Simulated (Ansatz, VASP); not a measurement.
## Ge (amorphous Ge) in two plane-wave programs

Wanted: the spread between two codes on one cell, functional and k mesh. The structure shown is the start of the Ansatz relaxation below; VASP solves that cell, so the two are compared at the walk's first step.

Method: plane waves, with VASP 6.6.1 beside it; single point at PBE, in Ansatz 0.2.0.

### Step 1. The starting structure

The cell holds 61 atoms: 61 Ge. Cell: a = 10.897 Å, b = 10.897 Å, c = 10.897 Å, α = 90.0°, β = 90.0°, γ = 90.0°. As first built, before any earlier steps moved the atoms (in the runner's words): 61 atoms (61 Ge) placed at random at 5.68 g/cm^3, melted at 3500 K for 10 ps at fixed volume with the Tersoff potential (Tersoff, Phys. Rev. B 39, 5566 (1989)). Quenched from 3500 K to 100 K at 5 K/ps and fixed volume, held 5 ps, then minimised at fixed cell.

### Step 2. Ansatz: relaxation, PBE

Ansatz runs on its PAW soft_1 files.

The two programs are compared at the cell with which this relaxation starts, whose forces are those of its first step.

Input file input.yaml:

```yaml
crystal:
  lattice:
    - [10.8974, 0.0, 0.0]
    - [0.0, 10.8974, 0.0]
    - [0.0, 0.0, 10.8974]
  atoms:
    - { symbol: Ge, position: [0.47201, 0.23269, 0.12765] }
    - { symbol: Ge, position: [0.61779, 0.69871, 0.83892] }
    - { symbol: Ge, position: [0.37493, 0.96518, 0.35572] }
    - { symbol: Ge, position: [0.9814, 0.20673, 0.85353] }
    - { symbol: Ge, position: [0.68478, 0.25374, 0.18943] }
    - { symbol: Ge, position: [0.93797, 0.6081, 0.72333] }
    - { symbol: Ge, position: [0.51158, 0.59883, 0.12463] }
    - { symbol: Ge, position: [0.30127, 0.61946, 0.254] }
    - { symbol: Ge, position: [0.61244, 0.87321, 0.68162] }
    - { symbol: Ge, position: [0.05829, 0.83717, 0.45508] }
    - { symbol: Ge, position: [0.75089, 0.3469, 0.57008] }
    - { symbol: Ge, position: [0.79438, 0.3868, 0.34919] }
    - { symbol: Ge, position: [0.71707, 0.53366, 0.70938] }
    - { symbol: Ge, position: [0.83584, 0.32287, 0.99982] }
    - { symbol: Ge, position: [0.00417, 0.91035, 0.05271] }
    - { symbol: Ge, position: [0.04158, 0.46876, 0.58663] }
    - { symbol: Ge, position: [0.80137, 0.90214, 0.55829] }
    - { symbol: Ge, position: [0.97877, 0.51019, 0.37842] }
    - { symbol: Ge, position: [0.33877, 0.68654, 0.62582] }
    - { symbol: Ge, position: [0.36234, 0.13261, 0.87569] }
    - { symbol: Ge, position: [0.4066, 0.00716, 0.05844] }
    - { symbol: Ge, position: [0.19197, 0.00309, 0.1788] }
    - { symbol: Ge, position: [0.87673, 0.10477, 0.4816] }
    - { symbol: Ge, position: [0.2688, 0.77102, 0.42215] }
    - { symbol: Ge, position: [0.97917, 0.82566, 0.67426] }
    - { symbol: Ge, position: [0.69243, 0.00654, 0.85301] }
    - { symbol: Ge, position: [0.67407, 0.1316, 0.38543] }
    - { symbol: Ge, position: [0.69998, 0.76531, 0.39909] }
    - { symbol: Ge, position: [0.64221, 0.55708, 0.30856] }
    - { symbol: Ge, position: [0.59488, 0.93985, 0.30023] }
    - { symbol: Ge, position: [0.55624, 0.21581, 0.56678] }
    - { symbol: Ge, position: [0.91137, 0.71747, 0.33866] }
    - { symbol: Ge, position: [0.08305, 0.57862, 0.8961] }
    - { symbol: Ge, position: [0.35164, 0.77214, 0.05613] }
    - { symbol: Ge, position: [0.96818, 0.50841, 0.06601] }
    - { symbol: Ge, position: [0.5673, 0.66101, 0.56252] }
    - { symbol: Ge, position: [0.34426, 0.20233, 0.3113] }
    - { symbol: Ge, position: [0.63489, 0.9551, 0.07425] }
    - { symbol: Ge, position: [0.36848, 0.32459, 0.50086] }
    - { symbol: Ge, position: [0.89108, 0.71785, 0.11712] }
    - { symbol: Ge, position: [0.19856, 0.84006, 0.72967] }
    - { symbol: Ge, position: [0.39836, 0.65748, 0.85508] }
    - { symbol: Ge, position: [0.25769, 0.47387, 0.63575] }
    - { symbol: Ge, position: [0.46063, 0.00706, 0.5714] }
    - { symbol: Ge, position: [0.65682, 0.38124, 0.87316] }
    - { symbol: Ge, position: [0.18628, 0.25711, 0.94529] }
    - { symbol: Ge, position: [0.09047, 0.0495, 0.39037] }
    - { symbol: Ge, position: [0.47006, 0.42066, 0.9954] }
    - { symbol: Ge, position: [0.67896, 0.73842, 0.04804] }
    - { symbol: Ge, position: [0.27506, 0.45349, 0.86491] }
    - { symbol: Ge, position: [0.57134, 0.19106, 0.79355] }
    - { symbol: Ge, position: [0.4433, 0.52382, 0.41298] }
    - { symbol: Ge, position: [0.17684, 0.18245, 0.5559] }
    - { symbol: Ge, position: [0.83626, 0.0876, 0.09936] }
    - { symbol: Ge, position: [0.28097, 0.03902, 0.69472] }
    - { symbol: Ge, position: [0.12918, 0.46854, 0.22068] }
    - { symbol: Ge, position: [0.9511, 0.19976, 0.26949] }
    - { symbol: Ge, position: [0.16212, 0.24513, 0.17566] }
    - { symbol: Ge, position: [0.15858, 0.78298, 0.9424] }
    - { symbol: Ge, position: [0.92121, 0.98601, 0.84771] }
    - { symbol: Ge, position: [0.96486, 0.26076, 0.63594] }
kpoints:
  mp_grid: { grid: [1, 1, 1] }
hamiltonian:
  xc: pbe
  pseudopotentials: { kind: paw, azcp: { folder: soft_1 } }
scf:
  occupations: { method: gaussian, width: 0.025 }
output:
  forces: true
relax:
  f_tol: 0.05
  max_steps: 150
  cell: {}
```

The run is started by

```
ansatz run input.yaml --threads 4 --pin off --max-ram 8192MiB --backend cpu --events-out ev --progress --plain --runs-dir out
```

Numbers of over 12 decimals in the logs are rounded to 6 here.

What it wrote:

```text
Engine: ansatz 0.2.0, aarch64-unknown-linux-gnu
Pseudopotentials: kind: paw
Pseudopotential: Ge, paw, valence charge 14, recommended cutoff 420 eV (normal), soft_1/Ge.paw.azcp
Functional definition: PBE
  parameter kappa = 0.804
  parameter beta = 0.066725
  exchange = pbe_x(kappa = kappa, mu = beta*pi^2/3)
  correlation = pbe_c(beta = beta)
Crystal: 61 atoms, lattice volume = 1294.103 Å³
Basis set: ecut = 420 eV, 25341 PW (Γ), exchange–correlation on 150×150×150 points (8 copies of the dense FFT grid, shifted against one another)
Bands: 513, of which v1, the nominal top of the filled ones, is band 427 counted from 1 (426 counted from 0)
Symmetry: 1 space group operations
Space group: P1 (ITA 1), of the structure as read, at distance tolerance 1.1e-4 Å
k-points: 1
Non-local potential: Ge, projectors of the file, l = 0: 2, l = 1: 2, l = 2: 3, l = 3: 1
PAW form: soft (Blöchl's): semilocal exchange-correlation on the pseudo side does not see the compensation charge
PAW one-centre angular grid: Ge, 590 points (default); XC on 64 Gauss nodes
Initial density: superposition of atomic densities (chi_scale 0.1, normalization cell)
Initial wavefunctions: pseudopotential atomic-orbital guess
Functional: x = pbe(κ = 0.804, μ = 0.219515), c = pbe(β = 0.066725)
SCF iter   1: F=—  HF=-261975.044679 eV  |F-HF|=—  |Δ(HF+E_count)|=         —  Δρ=3.05e-2  dr2=1.22e1  ethr=3.10e-3  ⟨swp⟩=6.0  Hψ=1826  notcnv=0
preconditioner: auto → LDOS  [insulator: Δε(μ)=0.055 eV  Ē_g=22.105 eV  σ=0.025 eV  W_gap=0.88  n_scr=364 (ndim 8)  ℏωp=30.2 eV  f_vac=0.011  D(μ)=27.46/eV (n_scr^D=170)  ε∞_Penn≈2.9  β→1.0]
SCF iter   2: F=—  HF=-261973.992740 eV  |F-HF|=—  |Δ(HF+E_count)|=    1.05e0  Δρ=8.13e-3  dr2=1.54e0  ethr=1.42e-3  ⟨swp⟩=2.0  Hψ=683  notcnv=0  defer=80
SCF iter   3: F=—  HF=-261973.842089 eV  |F-HF|=—  |Δ(HF+E_count)|=   1.51e-1  Δρ=4.58e-3  dr2=5.46e-1  ethr=1.81e-4  ⟨swp⟩=3.0  Hψ=870  notcnv=0  defer=80
SCF iter   4: F=—  HF=-261973.705397 eV  |F-HF|=—  |Δ(HF+E_count)|=   1.37e-1  Δρ=1.75e-3  dr2=9.59e-2  ethr=6.39e-5  ⟨swp⟩=2.0  Hψ=866  notcnv=0  defer=80
SCF iter   5: F=—  HF=-261973.692943 eV  |F-HF|=—  |Δ(HF+E_count)|=   1.25e-2  Δρ=7.78e-4  dr2=2.21e-2  ethr=1.12e-5  ⟨swp⟩=2.0  Hψ=560  notcnv=0  defer=80
SCF iter   6: F=—  HF=-261973.689781 eV  |F-HF|=—  |Δ(HF+E_count)|=   3.16e-3  Δρ=3.24e-4  dr2=5.86e-3  ethr=2.59e-6  ⟨swp⟩=2.0  Hψ=859  notcnv=0  defer=80
SCF iter   7: F=—  HF=-261973.689177 eV  |F-HF|=—  |Δ(HF+E_count)|=   6.04e-4  Δρ=2.03e-4  dr2=2.23e-3  ethr=6.86e-7  ⟨swp⟩=2.0  Hψ=509  notcnv=0  defer=80
SCF iter   8: F=—  HF=-261973.688884 eV  |F-HF|=—  |Δ(HF+E_count)|=   2.93e-4  Δρ=1.09e-4  dr2=6.03e-4  ethr=2.61e-7  ⟨swp⟩=2.0  Hψ=509  notcnv=0  defer=80
SCF iter   9: F=—  HF=-261973.688858 eV  |F-HF|=—  |Δ(HF+E_count)|=   2.59e-5  Δρ=5.52e-5  dr2=1.20e-4  ethr=7.06e-8  ⟨swp⟩=2.0  Hψ=858  notcnv=0  defer=80
SCF iter  10: F=—  HF=-261973.688854 eV  |F-HF|=—  |Δ(HF+E_count)|=   4.84e-6  Δρ=3.26e-5  dr2=4.79e-5  ethr=1.40e-8  ⟨swp⟩=2.0  Hψ=857  notcnv=0  defer=80
SCF iter  11: F=—  HF=-261973.688035 eV  |F-HF|=—  |Δ(HF+E_count)|=   8.18e-4  Δρ=1.99e-5  dr2=1.79e-5  ethr=5.61e-9  ⟨swp⟩=2.0  Hψ=561  notcnv=0  defer=80
SCF iter  12: F=—  HF=-261973.688033 eV  |F-HF|=—  |Δ(HF+E_count)|=   2.16e-6  Δρ=1.11e-5  dr2=4.87e-6  ethr=2.10e-9  ⟨swp⟩=2.0  Hψ=526  notcnv=0  defer=80
SCF iter  13: F=—  HF=-261973.688032 eV  |F-HF|=—  |Δ(HF+E_count)|=   6.13e-7  Δρ=6.57e-6  dr2=1.70e-6  ethr=5.70e-10  ⟨swp⟩=2.0  Hψ=536  notcnv=0  defer=80
SCF iter  14: F=—  HF=-261973.688032 eV  |F-HF|=—  |Δ(HF+E_count)|=   5.69e-8  Δρ=3.80e-6  dr2=5.48e-7  ethr=1.99e-10  ⟨swp⟩=2.0  Hψ=853  notcnv=0  defer=80
SCF iter  15: F=—  HF=-261973.688032 eV  |F-HF|=—  |Δ(HF+E_count)|=   6.26e-8  Δρ=2.40e-6  dr2=2.17e-7  ethr=6.42e-11  ⟨swp⟩=2.0  Hψ=862  notcnv=0  defer=80
SCF iter  16: F=-261973.688032 eV  HF=-261973.688032 eV  |F-HF|=4.34e-8  |Δ(HF+E_count)|=   2.71e-8  Δρ=1.23e-6  dr2=5.96e-8  ethr=1.17e-11  ⟨swp⟩=3.0  Hψ=1374  notcnv=0
SCF 1 converged in 16 iterations: F = -261973.688032 eV  dr2 = 5.96e-8
  greatest PAW one-centre occupation: 0.998 electrons in one spin orbital (limit 2), on the Ge atom at site 41 (counted from 0), in its partial waves of l = 2
relax step   1: F+E_penalty+E_count = -261973.68803230 eV  Δ(F+E_penalty+E_count) = +0.000e0 eV  max|allowed force component| = 7.626e-1 eV/Å  Δτ_max = 0.0000 Å  P = +6.981 GPa  Ω = 1294.103 Å³  (16 SCF iters, dr2 threshold 1.00e-7 eV, accepted)
Crystal: 61 atoms, lattice volume = 1417.204 Å³
Basis set: ecut = 420 eV, 27687 PW (Γ), exchange–correlation on 150×150×150 points (8 copies of the dense FFT grid, shifted against one another)
Initial density: handed on by an earlier stage of this run
Initial wavefunctions: those handed on with the density
iter 1 solved again at ethr=5.76e-5 eV; its pass at ethr=3.10e-3 eV (dr2=4.92e-1 eV) is discarded
[...]
atom   4  Ge    -0.00678053     0.00181842     0.00889058
  atom   5  Ge     0.00163360     0.01376354    -0.00297805
  atom   6  Ge     0.00025189    -0.00488939     0.00987545
  atom   7  Ge    -0.00452950    -0.00713034    -0.00668132
  atom   8  Ge    -0.00838180    -0.01069584    -0.00722536
  atom   9  Ge    -0.00445665     0.00022026    -0.00289825
  atom  10  Ge    -0.00410572    -0.01148515     0.00022449
  atom  11  Ge     0.00146559    -0.00652080     0.00470262
  atom  12  Ge     0.00061921    -0.02919253    -0.02066859
  atom  13  Ge     0.00648979     0.00834251    -0.01679412
  atom  14  Ge    -0.00387713    -0.00820436    -0.00232939
  atom  15  Ge    -0.00534952    -0.00197383     0.00567426
  atom  16  Ge     0.00353164     0.02040898    -0.00382436
  atom  17  Ge     0.00623023    -0.01681373     0.00492488
  atom  18  Ge     0.01447236    -0.00102074     0.00179840
  atom  19  Ge    -0.00648896     0.00631641    -0.00289356
  atom  20  Ge    -0.00506332     0.00485998     0.00173833
  atom  21  Ge     0.00644150     0.01831928     0.00277486
  atom  22  Ge     0.00591711    -0.02664013    -0.00140637
  atom  23  Ge     0.00079164     0.01177662    -0.00843399
  atom  24  Ge    -0.00535512    -0.01202480     0.00449409
  atom  25  Ge    -0.00508471     0.00378475     0.00008534
  atom  26  Ge    -0.00382640     0.00638479     0.00811035
  atom  27  Ge     0.00679493     0.00282786     0.00544509
[...]
atom  54  Ge    -0.02146846     0.00514213     0.02322328
  atom  55  Ge    -0.00078296     0.01303773    -0.00897273
  atom  56  Ge     0.00786638     0.01667806     0.01655149
  atom  57  Ge     0.01209181     0.00558418    -0.00951935
  atom  58  Ge     0.02125738     0.01092468     0.00866722
  atom  59  Ge     0.01882338     0.00425463    -0.00339410
  atom  60  Ge     0.00217209    -0.00050020    -0.00746037
  atom  61  Ge    -0.00585446    -0.00570649    -0.01589954
  max |Σ_I F_I| component: 2.59e-6 eV/Å
--- Stress (GPa, compression-positive) ---
        0.014119       0.000159       0.010451
        0.000159      -0.031518       0.002484
        0.010451       0.002484      -0.041330
  P = ⅓ Tr σ = -0.0196 GPa (-0.196 kbar)
--- Relaxed structure (27 steps of the walk, 26 accepted, 2 SCFs on fresh bases) ---
  F+E_penalty+E_count = -261982.46921503 eV   max|allowed force component| = 2.919e-2 eV/Å   (the final SCF, on the basis selected at the relaxed cell)
  cell:  # Å, volume = 1447.9255 Å³
    - [10.253170, -0.054238, -0.262585]
    - [-0.054238, 12.271721, 0.022096]
    - [-0.262585, 0.022096, 11.514571]
  atoms:
    - { symbol: Ge, position: [0.437191, 0.279282, 0.154411] }
    - { symbol: Ge, position: [0.610022, 0.712080, 0.825338] }
    - { symbol: Ge, position: [0.412928, 0.909415, 0.408121] }
    - { symbol: Ge, position: [0.983978, 0.239214, 0.829581] }
    - { symbol: Ge, position: [0.686253, 0.238069, 0.223664] }
    - { symbol: Ge, position: [0.956242, 0.596803, 0.714079] }
    - { symbol: Ge, position: [0.516913, 0.591725, 0.145341] }
    - { symbol: Ge, position: [0.300481, 0.587639, 0.239980] }
    - { symbol: Ge, position: [0.638341, 0.901954, 0.746650] }
    - { symbol: Ge, position: [0.066795, 0.805607, 0.420654] }
    - { symbol: Ge, position: [0.731516, 0.343398, 0.576027] }
    - { symbol: Ge, position: [0.792065, 0.371565, 0.367909] }
    - { symbol: Ge, position: [0.712614, 0.533647, 0.697070] }
    - { symbol: Ge, position: [0.857187, 0.374665, 0.950216] }
    - { symbol: Ge, position: [-0.00159823, 0.911495, 0.083167] }
    - { symbol: Ge, position: [0.052509, 0.453250, 0.587433] }
    - { symbol: Ge, position: [0.821125, 0.888315, 0.614140] }
    - { symbol: Ge, position: [0.981759, 0.500121, 0.379074] }
    - { symbol: Ge, position: [0.370796, 0.631089, 0.570578] }
    - { symbol: Ge, position: [0.357036, 0.159288, 0.861162] }
    - { symbol: Ge, position: [0.411156, 0.071750, 0.054636] }
    - { symbol: Ge, position: [0.186339, 0.053375, 0.151972] }
    - { symbol: Ge, position: [0.884141, 0.067140, 0.523311] }
    - { symbol: Ge, position: [0.289207, 0.731112, 0.398165] }
[...]
- { symbol: Ge, position: [0.870287, 0.216354, 0.087764] }
    - { symbol: Ge, position: [0.271886, 0.028183, 0.708287] }
    - { symbol: Ge, position: [0.102196, 0.468976, 0.198681] }
    - { symbol: Ge, position: [0.997978, 0.207600, 0.290274] }
    - { symbol: Ge, position: [0.155574, 0.273994, 0.128355] }
    - { symbol: Ge, position: [0.167014, 0.796382, 0.981325] }
    - { symbol: Ge, position: [0.929375, 1.069686, 0.948600] }
    - { symbol: Ge, position: [0.954225, 0.259976, 0.617566] }
```

In the SCF lines HF is the Harris–Foulkes energy and dr2 the Hartree energy of the density residual, in eV; the loop may stop once dr2 is under the threshold and the program's other checks hold. Hψ counts applications of the Hamiltonian.

(Part 1 of 2 ends here.)

[Lines on the potential files, build, host, timing and source positions are cut from VASP's logs without a mark.]

[Logs are printed without paths, hosts, clocks, repeated set-up lines and the standing remarks that a program may print on its own settings, such as how far it seeks lower states.]

[Hosts, paths, dates, database ids (printed as entryN), source tags and the programs' standing remarks are cut or masked in the printed files.]
